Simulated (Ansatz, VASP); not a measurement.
# Cross-check of Zn3SbN3 between VASP and Ansatz, part 2 of 2

Aim: how closely do two programs agree when they are given the same cell, functional and k mesh? The cell is taken from a series of runs on this material, whose earlier steps may have relaxed, scaled, displaced or heated it; both programs get it as it stands.

VASP 6.6.1 and Ansatz 0.2.0.

So far: Starting point; VASP: G0W0 gap, PBE.

## Step 3: Ansatz: G0W0 gap, PBE

Level of this step: Ansatz beside VASP: Kohn-Sham DFT, plane waves, PBE (Ansatz).

Ansatz runs on its PAW soft_1 files.

The same cell, functional and mesh now go to Ansatz, which takes its cutoff from its data sets.

File input.yaml:

```yaml
crystal:
  lattice:
    - [3.3938895471, -3.283248115, 0.0]
    - [3.3938895471, 3.283248115, 0.0]
    - [-3.2155964401, 0.0, 4.5561292986]
  atoms:
    - { symbol: Zn, position: [0.6401409604, 0.6401409604, 0.116410275] }
    - { symbol: Zn, position: [0.7594504422, 0.3130973596, 0.5216009281] }
    - { symbol: Zn, position: [0.3130973596, 0.7594504422, 0.5216009281] }
    - { symbol: Sb, position: [0.0615066423, 0.0615066423, 0.000724982] }
    - { symbol: "N", position: [0.4113919126, 0.9420612287, 0.3001819622] }
    - { symbol: "N", position: [0.9420612287, 0.4113919126, 0.3001819622] }
    - { symbol: "N", position: [0.6982114642, 0.6982114642, 0.8114069724] }
kpoints:
  mp_grid: { grid: [4, 4, 4] }
hamiltonian:
  xc: pbe
  pseudopotentials: { kind: paw, azcp: { folder: soft_1 } }
scf:
  occupations: { method: fixed }
gw:
  n_empty_bands: 381
  ecut_chi: 140
  qp_bands: [v2, c2]
  qp_kpoints: band_edges
  screening: { model: contour_deformation }
```

Run with:

```
$ ansatz run input.yaml --threads 2 --pin off --max-ram 92160MiB --backend cuda --events-out ev --progress --plain --runs-dir out --devices 1 --max-vram 13GiB
```

Numbers of over 12 decimals in the logs are rounded to 6 here.

Output:

```text
GPUs: using 1 of 1 available (devices: 1).
Engine: ansatz 0.2.0, x86_64-unknown-linux-gnu
Pseudopotentials: kind: paw
Pseudopotential: Zn, paw, valence charge 12, recommended cutoff 420 eV (normal), soft_1/Zn.paw.azcp
Pseudopotential: Sb, paw, valence charge 15, recommended cutoff 420 eV (normal), soft_1/Sb.paw.azcp
Pseudopotential: N, paw, valence charge 5, recommended cutoff 420 eV (normal), soft_1/N.paw.azcp
Functional definition: PBE
  parameter kappa = 0.804
  parameter beta = 0.066725
  exchange = pbe_x(kappa = kappa, mu = beta*pi^2/3)
  correlation = pbe_c(beta = beta)
device memory: the entry about to start is reckoned to put 1.4 GiB on a device that reports 36.8 GiB free (of which the cap on the GPU budget leaves the run 13.0 GiB)
GPU FFT provider: cuFFT
GPU libraries: cuBLAS 13.8.2, cuFFT 12.4.0, cuSOLVER 12.3.4
Crystal: 7 atoms, lattice volume = 101.538 Å³
Basis set: ecut = 420 eV, 1987 PW (Γ)
Bands: 40, of which v1, the nominal top of the filled ones, is band 33 counted from 1 (32 counted from 0)
Symmetry: 2 space group operations
Space group: Cm (ITA 8), of the structure as read, at distance tolerance 4.7e-5 Å
k-points: 24 of 64 (time reversal used)
Non-local potential: Zn, projectors of the file, l = 0: 2, l = 1: 2, l = 2: 3, l = 3: 1
Non-local potential: Sb, projectors of the file, l = 0: 2, l = 1: 2, l = 2: 2, l = 3: 1
Non-local potential: N, projectors of the file, l = 0: 2, l = 1: 2, l = 2: 1
PAW form: soft (Blöchl's): semilocal exchange-correlation on the pseudo side does not see the compensation charge
PAW one-centre angular grid: Zn, 590 points (default); XC on 64 Gauss nodes
PAW one-centre angular grid: Sb, 590 points (default); XC on 64 Gauss nodes
PAW one-centre angular grid: N, 110 points (default); XC on 64 Gauss nodes
Initial density: superposition of atomic densities (chi_scale 0.1, normalization cell, long waves kept (reshape's long-wave potential 0.03 eV rms))
Initial wavefunctions: pseudopotential atomic-orbital guess
GPU buffer pool allocated for 40960 grid points (all kernels)
GPU transforms: local potential and band sums: pruned to the plane-wave sphere, on 32×32×40
Functional: x = pbe(κ = 0.804, μ = 0.219515), c = pbe(β = 0.066725)
SCF iter   1: F=—  HF=-17594.609615 eV  |F-HF|=—  |Δ(HF+E_count)|=         —  Δρ=7.64e-2  dr2=7.36e0  ethr=3.10e-3  ⟨swp⟩=4.8  Hψ=3776  notcnv=0  defer=118
preconditioner: auto → Resta (q_TF=auto, 2.539 Å⁻¹)  ε∞=5.3  [insulator: Δε(μ)=2.173 eV  Ē_g=14.499 eV  n_scr=30 (ndim 8)  ℏωp=29.9 eV  f_vac=0.005  ε∞_Penn≈5.3]
SCF iter   2: F=—  HF=-17592.882814 eV  |F-HF|=—  |Δ(HF+E_count)|=    1.73e0  Δρ=2.91e-2  dr2=5.27e-1  ethr=3.10e-3  ⟨swp⟩=3.0  Hψ=1962  notcnv=0  defer=120
SCF iter   3: F=—  HF=-17592.787968 eV  |F-HF|=—  |Δ(HF+E_count)|=   9.48e-2  Δρ=1.55e-2  dr2=1.94e-1  ethr=7.99e-4  ⟨swp⟩=3.0  Hψ=1776  notcnv=0  defer=120
SCF iter   4: F=—  HF=-17592.781858 eV  |F-HF|=—  |Δ(HF+E_count)|=   6.11e-3  Δρ=9.03e-3  dr2=4.46e-2  ethr=2.94e-4  ⟨swp⟩=2.2  Hψ=1515  notcnv=0  defer=120
SCF iter   5: F=—  HF=-17592.770586 eV  |F-HF|=—  |Δ(HF+E_count)|=   1.13e-2  Δρ=2.02e-3  dr2=3.25e-3  ethr=6.75e-5  ⟨swp⟩=2.0  Hψ=1776  notcnv=0  defer=120
SCF iter   6: F=—  HF=-17592.772091 eV  |F-HF|=—  |Δ(HF+E_count)|=   1.50e-3  Δρ=4.12e-4  dr2=1.86e-4  ethr=4.92e-6  ⟨swp⟩=2.0  Hψ=1581  notcnv=0  defer=120
SCF iter   7: F=—  HF=-17592.772267 eV  |F-HF|=—  |Δ(HF+E_count)|=   1.76e-4  Δρ=2.71e-4  dr2=7.38e-5  ethr=2.82e-7  ⟨swp⟩=2.0  Hψ=1693  notcnv=0  defer=119
SCF iter   8: F=—  HF=-17592.772284 eV  |F-HF|=—  |Δ(HF+E_count)|=   1.74e-5  Δρ=2.15e-4  dr2=4.47e-5  ethr=1.12e-7  ⟨swp⟩=2.0  Hψ=1560  notcnv=0  defer=74
SCF iter   9: F=—  HF=-17592.772277 eV  |F-HF|=—  |Δ(HF+E_count)|=   6.91e-6  Δρ=4.01e-5  dr2=1.40e-6  ethr=6.78e-8  ⟨swp⟩=2.0  Hψ=1473  notcnv=0  defer=74
SCF iter  10: F=—  HF=-17592.772278 eV  |F-HF|=—  |Δ(HF+E_count)|=   9.74e-7  Δρ=2.77e-5  dr2=6.00e-7  ethr=2.12e-9  ⟨swp⟩=2.0  Hψ=1679  notcnv=0  defer=78
SCF iter  11: F=—  HF=-17592.772278 eV  |F-HF|=—  |Δ(HF+E_count)|=   1.97e-7  Δρ=1.71e-5  dr2=2.51e-7  ethr=9.10e-10  ⟨swp⟩=2.0  Hψ=1489  notcnv=0  defer=79
SCF iter  12: F=-17592.772278 eV  HF=-17592.772278 eV  |F-HF|=9.73e-9  |Δ(HF+E_count)|=   2.57e-9  Δρ=4.43e-6  dr2=1.88e-8  ethr=1.52e-10  ⟨swp⟩=9.4  Hψ=4276  notcnv=0
SCF 1 converged in 12 iterations: F = -17592.772278 eV  dr2 = 1.88e-8
  greatest PAW one-centre occupation: 0.996 electrons in one spin orbital (limit 2), on the Sb atom at site 3 (counted from 0), in its partial waves of l = 2
device memory: the entry about to start is reckoned to put 1.4 GiB (of the 1.6 GiB reckoned in all, the device holds 0.2 GiB already) on a device that reports 36.5 GiB free (of which the cap on the GPU budget leaves the run 12.9 GiB)
NSCF: frozen V_eff on 24 k-points, pencils in batches of 32, up to order 160
[...]
k-point 1: bands = [... 29 lower, 6.4808, 7.3721, 7.6283, 8.3398, 9.9931, 11.8479, 12.2082, 13.0860, ... 3 higher]
  k-point 2: bands = [... 29 lower, 7.0293, 7.2148, 7.4060, 8.2658, 10.3503, 11.1397, 11.4941, 13.4393, ... 3 higher]
  k-point 23: bands = [... 29 lower, 7.2988, 7.4029, 7.9862, 8.4192, 11.7320, 12.5254, 13.1186, 13.2995, ... 3 higher]
--- G₀W₀: contour deformation, 7 samples at zero and on the imaginary axis and 2 off it, 64 q-points, 381 empty bands' worth ---
  eigenvalues of the whole cell's RPA ε∞ on this k-mesh (on a slab, of 1 + 4πα/V) = 7.2848, 8.3065, 8.3306; static W/v taken at q = 0 is 0.125662
  gw.qp_kpoints: band_edges: 19 of 24 stored k-points solved, in 1 pass; an edge of the gap read off the rows below is read off those points alone
    valence top: of the k-points left out ik 16 came nearest to being solved in a further pass, in band 33 (counted from 1, as in the quasiparticle table): it holds the edge there only if its correction is more favourable than any solved in that band by at least 0.495 eV; those differ by 0.110 eV
    conduction bottom: of the k-points left out ik 11 came nearest to being solved in a further pass, in band 34 (counted from 1, as in the quasiparticle table): it holds the edge there only if its correction is more favourable than any solved in that band by at least 0.824 eV; those differ by 0.250 eV
    ik  band        ε_KS         Σx   Σc(E_QP)       V_xc       Z   E_QP_lin       E_QP  E_QP is
     0    32      7.6465   -25.1541     3.7253   -20.8166  0.7282     7.0251     7.0345  root
     0    33      7.9681   -25.3142     3.5570   -21.1374  0.7346     7.3396     7.3484  root
     0    34     10.8869   -10.6948    -3.6193   -14.4917  0.7784    11.0650    11.0645  root
     0    35     11.8020   -13.2216    -3.4782   -16.9685  0.7593    12.0721    12.0707  root
     1    32      7.6283   -25.1843     3.7558   -20.8390  0.7267     7.0302     7.0388  root
     1    33      8.3398   -23.5565     2.9172   -20.1018  0.7405     7.7967     7.8023  root
     1    34      9.9931   -11.5943    -3.1950   -14.9383  0.7808    10.1424    10.1422  root
     1    35     11.8479   -10.4195    -4.0058   -14.6955  0.7617    12.1198    12.1181  root
     2    32      7.4060   -24.3182     3.7386   -20.0308  0.7224     6.8493     6.8572  root
     2    33      8.2658   -23.2024     2.6915   -19.9770  0.7428     7.7265     7.7320  root
     2    34     10.3503   -11.7022    -3.3029   -15.2433  0.7715    10.5892    10.5884  root
     2    35     11.1397   -10.2978    -3.7289   -14.1920  0.7769    11.3054    11.3049  root
     3    32      7.5555   -25.5307     3.8273   -21.0792  0.7260     6.9211     6.9314  root
     3    33      8.2871   -23.5017     3.0200   -19.9225  0.7401     7.7216     7.7279  root
     3    34     10.9077   -11.2025    -3.4806   -14.8921  0.7708    11.1173    11.1167  root
     3    35     11.7216   -10.5663    -3.8480   -14.6708  0.7644    11.9795    11.9782  root
     4    32      7.2503   -24.6828     3.7551   -20.3023  0.7243     6.6140     6.6251  root
     4    33      8.1447   -22.4886     2.8040   -19.1197  0.7420     7.5733     7.5799  root
     4    34     10.7299   -11.7077    -3.4580   -15.4070  0.7704    10.9721    10.9712  root
     4    35     11.2823   -10.9192    -3.6338   -14.7861  0.7685    11.5162    11.5153  root
     5    32      7.5250   -24.6682     3.7505   -20.3395  0.7254     6.9381     6.9468  root
     5    33      8.0837   -22.1770     2.5956   -19.0397  0.7428     7.5360     7.5420  root
     5    34     10.7555   -11.4382    -3.4580   -15.1539  0.7684    11.0142    11.0132  root
     5    35     11.3550   -11.2465    -3.5871   -15.0595  0.7656    11.5818    11.5809  root
[...]
22    32      8.0000   -23.7986     3.1748   -20.0445  0.7380     7.4135     7.4207  root
    22    33      8.0217   -26.0561     3.8076   -21.6877  0.7272     7.4538     7.4609  root
    22    34     11.3966   -10.5350    -4.0394   -14.9083  0.7711    11.7325    11.7305  root
    22    35     12.0332   -10.9394    -4.0590   -15.3636  0.7502    12.4019    12.3984  root
    23    32      7.9862   -26.5777     3.9604   -22.0301  0.7281     7.3912     7.3990  root
    23    33      8.4192   -25.8256     3.6737   -21.6424  0.7275     7.9043     7.9098  root
    23    34     11.7320    -9.2981    -4.0335   -13.5888  0.7654    11.9905    11.9892  root
    23    35     12.5254   -10.1060    -4.2237   -14.6342  0.7465    12.8327    12.8299  root
```

The column dr2 measures how far the density is from self-consistency, as an energy; F and HF (Harris–Foulkes) agree once it is small.

## Step 4: Comparison

Known differences besides the potentials themselves: fixed occupations in Ansatz, narrow Gaussian smearing in VASP; the data sets hold 66 valence electrons in Ansatz (on its PAW soft_1 files) and 90 in VASP; the cutoff is 420 eV in Ansatz and 450 eV in VASP; VASP leaves aspherical gradient terms in its spheres out (LASPH is not set), Ansatz keeps them; Ansatz integrates over frequency by contour deformation, VASP on a grid of NOMEGA points; Ansatz's G0W0 levels solve the quasiparticle equation, VASP's are linearised. Total energies have different zeros and are not compared.

The two programs side by side:

```tsv
quantity	Ansatz	VASP	difference
G0W0 gap on the mesh (eV)	2.13	2.45	-0.31
Kohn-Sham gap under it (eV)	1.44	1.44	0.00
```

VASP's log warns that its frequency grid doesn't suit quasiparticle energies on this mesh.

## Step 5: Summary of results

```yaml
difference_in_g0w0_gap_on_the_mesh_g0w0_gap_pbe: -0.31 eV
```

In words: The difference in G0W0 gap on the mesh is -0.31 eV (G0W0 gap, PBE). The data sets hold unlike numbers of valence electrons (66 in Ansatz and 90 in VASP), so part of the differences comes from the potentials. Part of the difference in the G0W0 gap can come from VASP's linearised levels. How closely two codes agree says nothing of how well the functional describes the real material.

[Lines on the potential files, build, host, timing and source positions are cut from VASP's logs without a mark.]

[Logs are printed without paths, hosts, clocks, repeated set-up lines and the standing remarks that a program may print on its own settings, such as how far it seeks lower states.]

[Hosts, paths, dates, database ids (printed as entryN), source tags and the programs' standing remarks are cut or masked in the printed files.]
